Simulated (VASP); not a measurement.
Calculation: PBEsol GGA, VASP's PBE PAW potentials (set 64) (plane waves; VASP).

VASP ran on this input.

File KPOINTS:
```
k-points along high-symmetry lines
15
Line-mode
Reciprocal
  0.000000   0.000000   0.000000 ! GAMMA
  0.000000   0.500000   0.000000 ! X

  0.000000   0.500000   0.000000 ! X
  0.500000   0.500000   0.000000 ! M

  0.500000   0.500000   0.000000 ! M
  0.000000   0.000000   0.000000 ! GAMMA

  0.000000   0.000000   0.000000 ! GAMMA
  0.500000   0.500000   0.500000 ! R

  0.500000   0.500000   0.500000 ! R
  0.000000   0.500000   0.000000 ! X

  0.500000   0.500000   0.500000 ! R
  0.500000   0.500000   0.000000 ! M
```

### INCAR
```
ALGO=Normal
EDIFF=1E-7
ENCUT=520
GGA=PS
ICHARG=11
ISMEAR=0
LASPH=.TRUE.
LCHARG=.FALSE.
LMAXMIX=4
LORBIT=11
LREAL=.FALSE.
LWAVE=.FALSE.
NELM=100
PREC=Accurate
SIGMA=0.05
SYSTEM=SrTiO3
```

**POSCAR**
```
SrTiO3
1
    3.8959772682    -0.0000000000     0.0000000000
   -0.0000000000     3.8959772682    -0.0000000000
   -0.0000000000    -0.0000000000     3.8959772682
Sr Ti O
1 1 3
Direct
  0.0000000000   0.0000000000   0.0000000000
  0.5000000000   0.5000000000   0.5000000000
  0.5000000000   0.0000000000   0.5000000000
  0.0000000000   0.5000000000   0.5000000000
  0.5000000000   0.5000000000   0.0000000000
```

POTCAR, in this order: Sr_sv Ti_sv O (PBE.64 set). Program: vasp_std. Read from the step before: CHGCAR.

The resulting files:

### OUTCAR
```
 ion  position               nearest neighbor table
   1  0.000  0.000  0.000-   3 2.75   4 2.75   5 2.75   3 2.75   4 2.75   4 2.75   5 2.75   4 2.75
                             3 2.75   5 2.75   3 2.75   5 2.75   2 3.37   2 3.37   2 3.37   2 3.37
   2  0.500  0.500  0.500-   3 1.95   4 1.95   5 1.95   5 1.95   3 1.95   4 1.95   1 3.37   1 3.37
                             1 3.37   1 3.37   1 3.37   1 3.37   1 3.37   1 3.37
   3  0.500  0.000  0.500-   2 1.95   2 1.95   1 2.75   1 2.75   1 2.75   1 2.75
   4  0.000  0.500  0.500-   2 1.95   2 1.95   1 2.75   1 2.75   1 2.75   1 2.75
   5  0.500  0.500  0.000-   2 1.95   2 1.95   1 2.75   1 2.75   1 2.75   1 2.75
  LATTYP: Found a simple cubic cell.
 ALAT       =     3.8959772682
 Subroutine PRICEL returns:
 Original cell was already a primitive cell.
 Subroutine GETGRP returns: Found 48 space group operations
The static configuration has the point symmetry O_h .
The dynamic configuration has the point symmetry O_h .
 Subroutine INISYM returns: Found 48 space group operations
   k-points           NKPTS =     90   k-points in BZ     NKDIM =     90   number of bands    NBANDS=     24
   number of dos      NEDOS =    301   number of ions     NIONS =      5
   total plane-waves  NPLWV =  27000
   dimension x,y,z NGX =    30 NGY =   30 NGZ =   30
   dimension x,y,z NGXF=    60 NGYF=   60 NGZF=   60
   ions per type =               1   1   3
   PREC   = accura    normal or accurate (medium, high low for compatibility)
   ISTART =      0    job   : 0-new  1-cont  2-samecut
   ICHARG =     11    charge: 1-file 2-atom 10-const
...
```

### OSZICAR
```
       N       E                     dE             d eps       ncg     rms          rms(c)
DAV:   1     0.419348106119E+03    0.41935E+03   -0.22365E+04  4320   0.188E+03
DAV:   2     0.986096958477E+01   -0.40949E+03   -0.40279E+03  4784   0.495E+02
DAV:   3    -0.386018300521E+02   -0.48463E+02   -0.46653E+02  7128   0.143E+02
DAV:   4    -0.405843117204E+02   -0.19825E+01   -0.19813E+01  5352   0.283E+01
DAV:   5    -0.406602896952E+02   -0.75978E-01   -0.75977E-01  6328   0.453E+00
DAV:   6    -0.406614122536E+02   -0.11226E-02   -0.11226E-02  5728   0.544E-01
DAV:   7    -0.406614336899E+02   -0.21436E-04   -0.21436E-04  6384   0.724E-02
DAV:   8    -0.406614341100E+02   -0.42009E-06   -0.42009E-06  5688   0.866E-03
DAV:   9    -0.406614341184E+02   -0.83564E-08   -0.83278E-08  4256   0.127E-03
   1 F= -.40661434E+02 E0= -.40661434E+02  d E =-.960373E-11
```

**OUTCAR**
```
 val. band max:        4.0826993677   @ k =   0.5000   0.5000   0.5000

 cond. band min:       5.8958750658   @ k =   0.0000   0.0000   0.0000



 k-point     1 :       0.0000    0.0000    0.0000
  band No.  band energies     occupation
      1     -52.0896      2.00000
      2     -28.5414      2.00000
      3     -28.4563      2.00000
      4     -28.4563      2.00000
      5     -28.4563      2.00000
      6     -13.3025      2.00000
      7     -12.2913      2.00000
      8     -12.2913      2.00000
      9     -10.5653      2.00000
     10     -10.5653      2.00000
     11     -10.5653      2.00000
     12       1.2209      2.00000
     13       1.2209      2.00000
     14       1.2209      2.00000
     15       2.8840      2.00000
     16       2.8840      2.00000
     17       2.8840      2.00000
     18       3.7279      2.00000
     19       3.7279      2.00000
     20       3.7279      2.00000
     21       5.8959      0.00000
     22       5.8959      0.00000
     23       5.8959      0.00000
     24       8.4659      0.00000

 k-point     2 :       0.0000    0.0357    0.0000
  band No.  band energies     occupation
      1     -52.0896      2.00000
      2     -28.5433      2.00000
      3     -28.4562      2.00000
      4     -28.4562      2.00000
      5     -28.4551      2.00000
      6     -13.3025      2.00000
      7     -12.2929      2.00000
      8     -12.2908      2.00000
      9     -10.5646      2.00000
     10     -10.5646      2.00000
     11     -10.5554      2.00000
     12       1.2031      2.00000
     13       1.2198      2.00000
     14       1.2198      2.00000
     15       2.8652      2.00000
     16       2.8652      2.00000
     17       2.8710      2.00000
     18       3.6819      2.00000
     19       3.7172      2.00000
     20       3.7172      2.00000
     21       5.8980      0.00000
     22       5.9298      0.00000
     23       5.9298      0.00000
     24       8.4667      0.00000

...
```

The density is held fixed in this step, so its total energy and stress have no physical meaning.

The compound is SrTiO3 in the cubic perovskite structure, the ideal cubic form; the compound distorts at low or room temperature. It was relaxed first.
